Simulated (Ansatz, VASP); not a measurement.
# Cross-check of LiNbO3 between VASP and Ansatz, part 2 of 2

Aim: how closely do two programs agree when they are given the same cell, functional and k mesh? The structure shown is the end of the VASP relaxation below.

VASP 6.6.1 and Ansatz 0.2.0.

So far: The structure; VASP: relaxation, LDA.

### 3. Ansatz: single point, LDA

Level of this step: Ansatz beside VASP: Kohn-Sham DFT, plane waves, LDA (Ansatz).

Ansatz runs on its default PAW (the set named soft_2) files.

The same cell, functional (in two slightly different forms), mesh and smearing now go to Ansatz, which takes its cutoff from its data sets.

File input.yaml:

```yaml
crystal:
  lattice:
    - [5.06253793, 0.0, 0.0]
    - [-2.53126896, 4.38428645, 0.0]
    - [0.0, 0.0, 13.67378099]
  atoms:
    - { symbol: Li, position: [0.66666667, 0.33333333, 0.05162792] }
    - { symbol: Li, position: [0.0, 0.0, 0.21829459] }
    - { symbol: Li, position: [0.33333333, 0.66666667, 0.38496125] }
    - { symbol: Li, position: [0.66666667, 0.33333333, 0.55162792] }
    - { symbol: Li, position: [0.0, 0.0, 0.71829459] }
    - { symbol: Li, position: [0.33333333, 0.66666667, 0.88496125] }
    - { symbol: Nb, position: [0.66666667, 0.33333333, 0.33514182] }
    - { symbol: Nb, position: [0.33333333, 0.66666667, 0.16847516] }
    - { symbol: Nb, position: [0.33333333, 0.66666667, 0.66847516] }
    - { symbol: Nb, position: [0.0, 0.0, 0.50180849] }
    - { symbol: Nb, position: [0.0, 0.0, 0.00180849] }
    - { symbol: Nb, position: [0.66666667, 0.33333333, 0.83514182] }
    - { symbol: O, position: [0.01247939, 0.37551593, 0.26940897] }
    - { symbol: O, position: [0.36303654, 0.98752061, 0.26940897] }
    - { symbol: O, position: [0.62448407, 0.63696346, 0.26940897] }
    - { symbol: O, position: [0.29115074, 0.32085394, 0.10274231] }
    - { symbol: O, position: [0.67914606, 0.9702968, 0.10274231] }
    - { symbol: O, position: [0.0297032, 0.70884926, 0.10274231] }
    - { symbol: O, position: [0.67914606, 0.70884926, 0.60274231] }
    - { symbol: O, position: [0.0297032, 0.32085394, 0.60274231] }
    - { symbol: O, position: [0.29115074, 0.9702968, 0.60274231] }
    - { symbol: O, position: [0.9578174, 0.65418727, 0.43607564] }
    - { symbol: O, position: [0.34581273, 0.30363013, 0.43607564] }
    - { symbol: O, position: [0.69636987, 0.0421826, 0.43607564] }
    - { symbol: O, position: [0.34581273, 0.0421826, 0.93607564] }
    - { symbol: O, position: [0.69636987, 0.65418727, 0.93607564] }
    - { symbol: O, position: [0.9578174, 0.30363013, 0.93607564] }
    - { symbol: O, position: [0.62448407, 0.98752061, 0.76940897] }
    - { symbol: O, position: [0.01247939, 0.63696346, 0.76940897] }
    - { symbol: O, position: [0.36303654, 0.37551593, 0.76940897] }
hamiltonian:
  xc: lda
  pseudopotentials: { kind: paw }
kpoints:
  mp_grid: { grid: [6, 6, 2] }
scf:
  occupations: { method: gaussian, width: 0.02 }
  n_extra_bands: 11
output:
  forces: true
  stress: true
  eigenvalues: true
  write_density: true
  write_potential: true
  elf: true
  volumetric_format: npy
```

Launch:

```console
> ansatz run input.yaml --threads 8 --pin off --max-ram 18432MiB --backend cpu --events-out ev --progress --plain --runs-dir out
```

Numbers of over 12 decimals in the logs are rounded to 6 here.

The program printed:

```text
scf.n_extra_bands = 11 over 102 filled bands (N_el = 204.0): the run solves 113 bands
Engine: ansatz 0.2.0, aarch64-unknown-linux-gnu
Pseudopotentials: kind: paw
Pseudopotential: Li, paw, valence charge 3, recommended cutoff 420 eV (normal), Li.paw.azcp
Pseudopotential: Nb, paw, valence charge 13, recommended cutoff 420 eV (normal), Nb.paw.azcp
Pseudopotential: O, paw, valence charge 6, recommended cutoff 420 eV (normal), O.paw.azcp
Functional definition: SPW92
  exchange = slater_x
  correlation = pw_c
Crystal: 30 atoms, lattice volume = 303.498 Å³
Basis set: ecut = 420 eV, 5955 PW (Γ)
Bands: 113, of which v1, the nominal top of the filled ones, is band 102 counted from 1 (101 counted from 0)
Symmetry: 18 space group operations
Space group: R3c (ITA 161), of the structure as read, at distance tolerance 6.7e-5 Å
k-points: 14 of 72 (time reversal used)
Non-local potential: Li, projectors of the file, l = 0: 3, l = 1: 2, l = 2: 1
Non-local potential: Nb, projectors of the file, l = 0: 3, l = 1: 2, l = 2: 2, l = 3: 1
Non-local potential: O, projectors of the file, l = 0: 2, l = 1: 2, l = 2: 1
PAW form: soft (Blöchl's): semilocal exchange-correlation on the pseudo side does not see the compensation charge
PAW frozen core: Nb, regenerated for the run's functional, and the local potential with it (the file was generated under x = pbe(κ = 0.804, μ = 0.219515), c = pbe(β = 0.066725))
PAW frozen core: O, regenerated for the run's functional, and the local potential with it (the file was generated under x = pbe(κ = 0.804, μ = 0.219515), c = pbe(β = 0.066725))
PAW one-centre angular grid: Li, 110 points (default); XC on 64 Gauss nodes
PAW one-centre angular grid: Nb, 590 points (default); XC on 64 Gauss nodes
PAW one-centre angular grid: O, 110 points (default); XC on 64 Gauss nodes
Initial density: superposition of atomic densities (neutral atoms: chi_scale 0, normalization atom), corrected by the library's trained network
Initial wavefunctions: pseudopotential atomic-orbital guess
Functional: x = slater, c = lda
SCF iter   1: F=—  HF=-37894.589766 eV  |F-HF|=—  |Δ(HF+E_count)|=         —  Δρ=1.88e-2  dr2=9.50e-1  ethr=1.77e-3  ⟨swp⟩=6.1  Hψ=6049  notcnv=0
preconditioner: auto → Resta (q_TF=auto, 2.554 Å⁻¹)  ε∞=8.0  [insulator: Δε(μ)=3.278 eV  Ē_g=9.636 eV  σ=0.020 eV  W_gap=1.00  n_scr=82 (ndim 8)  ℏωp=25.6 eV  f_vac=0.015  D(μ)=0.00/eV (n_scr^D=0)  ε∞_Penn≈8.0]
SCF iter   2: F=—  HF=-37894.367506 eV  |F-HF|=—  |Δ(HF+E_count)|=   2.22e-1  Δρ=6.05e-3  dr2=7.34e-2  ethr=4.66e-4  ⟨swp⟩=2.0  Hψ=2794  notcnv=0  defer=61
SCF iter   3: F=—  HF=-37894.349523 eV  |F-HF|=—  |Δ(HF+E_count)|=   1.80e-2  Δρ=2.70e-3  dr2=1.56e-2  ethr=3.60e-5  ⟨swp⟩=2.0  Hψ=2370  notcnv=0  defer=61
SCF iter   4: F=—  HF=-37894.344009 eV  |F-HF|=—  |Δ(HF+E_count)|=   5.51e-3  Δρ=5.93e-4  dr2=9.99e-4  ethr=7.63e-6  ⟨swp⟩=2.1  Hψ=2530  notcnv=0  defer=61
SCF iter   5: F=—  HF=-37894.343808 eV  |F-HF|=—  |Δ(HF+E_count)|=   2.01e-4  Δρ=8.58e-5  dr2=3.68e-5  ethr=4.90e-7  ⟨swp⟩=2.1  Hψ=2260  notcnv=0  defer=61
SCF iter   6: F=—  HF=-37894.343774 eV  |F-HF|=—  |Δ(HF+E_count)|=   3.46e-5  Δρ=2.42e-5  dr2=2.42e-6  ethr=1.80e-8  ⟨swp⟩=2.0  Hψ=2246  notcnv=0  defer=61
SCF iter   7: F=-37894.343773 eV  HF=-37894.343773 eV  |F-HF|=3.35e-9  |Δ(HF+E_count)|=   2.32e-7  Δρ=4.75e-6  dr2=7.94e-8  ethr=4.90e-11  ⟨swp⟩=11.9  Hψ=11724  notcnv=0
SCF 1 converged in 7 iterations: F = -37894.343773 eV  dr2 = 7.94e-8
  greatest PAW one-centre occupation: 1.000 electrons in one spin orbital (limit 2), on the Li atom at site 5 (counted from 0), in its partial waves of l = 0
SCF converged after 7 iterations
Free energy (F): -37894.343773 eV
Harris-Foulkes:  -37894.343773 eV  (|F-HF|=3.35e-9)
Internal energy: -37894.343773 eV  (E = F + TS)
E sigma→0 (E₀):  -37894.343773 eV
Fermi energy:    9.278843 eV
--- Per-component energies (eV) ---
  E_band       = -1487.251030
  E_kinetic    = 5657.686064
  E_local      = -12427.708297  (includes V_loc(G=0)·N_el)
  E_nonlocal   = 1414.247391
  E_hartree    = 4152.129689
  E_xc         = -2423.938184
  E_vxc        = -3048.000795  (∫ρ·V_xc dr)
  E_paw        = -20542.593841  (= ΣΔE_a)
  E_vpaw       = -1387.781034  (= ΣTr[D̂ρ^β])
  E_aug_tail   = 0.045734  (compensation charges beyond the density's cutoff)
  E_ewald      = -13728.511082
  E_core_change = 4.298753  (= ΣΔE_core)
  E_smearing   = -0.000000  (= −TS)
  E_closure    = -0.000000  (closes the sum)
  Σ components = -37894.343773   (vs F -37894.343773, Δ=0.00e0)
--- Forces (eV/Å), atoms counted from 1 ---
  atom   1  Li     0.00000000     0.00000000    -0.00934343
  atom   2  Li     0.00000000    -0.00000000    -0.00934343
  atom   3  Li     0.00000000    -0.00000000    -0.00934343
  atom   4  Li     0.00000000    -0.00000000    -0.00934343
  atom   5  Li     0.00000000    -0.00000000    -0.00934343
  atom   6  Li    -0.00000000    -0.00000000    -0.00934343
  atom   7  Nb     0.00000000     0.00000000    -0.05673543
  atom   8  Nb    -0.00000000     0.00000000    -0.05673543
  atom   9  Nb     0.00000000     0.00000000    -0.05673543
  atom  10  Nb    -0.00000000     0.00000000    -0.05673543
  atom  11  Nb    -0.00000000     0.00000000    -0.05673543
  atom  12  Nb    -0.00000000     0.00000000    -0.05673543
  atom  13  O     -0.03121127    -0.00454633     0.02203143
  atom  14  O      0.01166840     0.02930292     0.02203143
  atom  15  O      0.01954287    -0.02475659     0.02203143
  atom  16  O     -0.01166840     0.02930292     0.02203143
  atom  17  O     -0.01954287    -0.02475659     0.02203143
  atom  18  O      0.03121127    -0.00454633     0.02203143
  atom  19  O     -0.03121127    -0.00454633     0.02203143
  atom  20  O      0.01166840     0.02930292     0.02203143
  atom  21  O      0.01954287    -0.02475659     0.02203143
  atom  22  O     -0.01166840     0.02930292     0.02203143
  atom  23  O     -0.01954287    -0.02475659     0.02203143
  atom  24  O      0.03121127    -0.00454633     0.02203143
  atom  25  O     -0.03121127    -0.00454633     0.02203143
  atom  26  O      0.01166840     0.02930292     0.02203143
  atom  27  O      0.01954287    -0.02475659     0.02203143
  atom  28  O     -0.01166840     0.02930292     0.02203143
  atom  29  O     -0.01954287    -0.02475659     0.02203143
  atom  30  O      0.03121127    -0.00454633     0.02203143
  max |Σ_I F_I| component: 9.26e-5 eV/Å
--- Stress (GPa, compression-positive) ---
        0.192789       0.000000      -0.000000
        0.000000       0.192789       0.000000
       -0.000000       0.000000       0.255768
  P = ⅓ Tr σ = 0.2138 GPa (2.138 kbar)
--- Band table (eV; the first three rows and the last of 14) ---
  k-point 0: bands = [... 98 lower, 7.4525, 7.4525, 7.5160, 7.5160, 11.0190, 11.0190, 11.4426, 11.8462, ... 7 higher]
  k-point 1: bands = [... 98 lower, 7.5386, 7.5386, 7.5386, 7.5386, 11.2675, 11.2675, 11.2675, 11.2675, ... 7 higher]
  k-point 2: bands = [... 98 lower, 7.3645, 7.3709, 7.4186, 7.4429, 11.0465, 11.1514, 11.4663, 11.5061, ... 7 higher]
  k-point 13: bands = [... 98 lower, 7.3376, 7.3376, 7.3376, 7.3376, 11.3130, 11.3130, 11.3130, 11.3130, ... 7 higher]
```

The job ended after 20 s (8 threads of Arm Neoverse N1, shared host; peak memory 1.6 GiB).

The column dr2 measures how far the density is from self-consistency, as an energy; F and HF (Harris–Foulkes) agree once it is small.

The run ends at a pressure of 0.21 GPa, with forces up to 0.057 eV/Å.

### 4. Comparison

Known differences besides the potentials themselves: the two LDA forms differ slightly; the cutoff is 420 eV in Ansatz and 650 eV in VASP (PREC = Accurate, projectors in real space); VASP's log shows a relativistic correction to its local exchange, Ansatz's none. Total energies have different zeros and are not compared.

The two programs side by side:

```
                                        quantity  Ansatz   VASP  difference
                                  pressure (GPa)    0.21  -0.03       +0.24
pressure without Ansatz's Pulay correction (GPa)   -0.73  -0.03       -0.70
                          gap on the k mesh (eV)   3.480  3.460      +0.020
```

At this near-relaxed geometry the largest component of a force difference is 53 meV/Å. A gap on the mesh is an upper bound, since the band edges may lie between its points. Ansatz's pressure holds a Pulay correction of 0.94 GPa; VASP's holds none.

### 5. What the set-up changes

Further runs change the set-up of one program: Ansatz's method, potentials or start, or VASP's data sets, cutoff or form of LDA. The table gives Ansatz less VASP for each quantity, since a change that brings one quantity closer may part another.

```
                                        run  r.m.s. force difference (meV/Å)  pressure (GPa)  gap on the k mesh (eV)  pressure without Ansatz's Pulay correction (GPa)
                                   as above                               21            0.24                   0.020                                             -0.70
                       cores kept as stored                               15            0.44                   0.022                                             -0.42
    Ansatz's larger PAW set (cutoff 900 eV)                               15            0.38                   0.019                                              0.28
norm-conserving potentials (cutoff 1143 eV)                               18         -0.0079                   0.020                                            -0.059
```

### 6. Summary of results

```json
{
 "r.m.s. force difference (single point, LDA)": "21 meV/Å"
}
```

What this shows: The r.m.s. force difference is 21 meV/Å (single point, LDA), beyond the 12 meV/Å picked in this series as the mark of a large difference. Single point, LDA, cores kept as stored: r.m.s. force difference goes from 21 to 15 meV/Å; the difference in pressure goes from 0.24 to 0.44 GPa; the difference in pressure without Ansatz's Pulay correction goes from -0.70 to -0.42 GPa. Single point, LDA, Ansatz's larger PAW set (cutoff 900 eV): r.m.s. force difference goes from 21 to 15 meV/Å; the difference in pressure goes from 0.24 to 0.38 GPa; the difference in pressure without Ansatz's Pulay correction goes from -0.70 to 0.28 GPa. Single point, LDA, norm-conserving potentials (cutoff 1143 eV): the difference in pressure goes from 0.24 to -0.0079 GPa; the difference in pressure without Ansatz's Pulay correction goes from -0.70 to -0.059 GPa. Such differences can come from data sets, numerical settings and the points named under the comparisons, not from the functional's error against experiment.

[Lines on the potential files, build, host, timing and source positions are cut from VASP's logs without a mark.]

[Logs are printed without paths, hosts, clocks, repeated set-up lines and the standing remarks that a program may print on its own settings, such as how far it seeks lower states.]

[Hosts, paths, dates, database ids (printed as entryN), source tags and the programs' standing remarks are cut or masked in the printed files.]
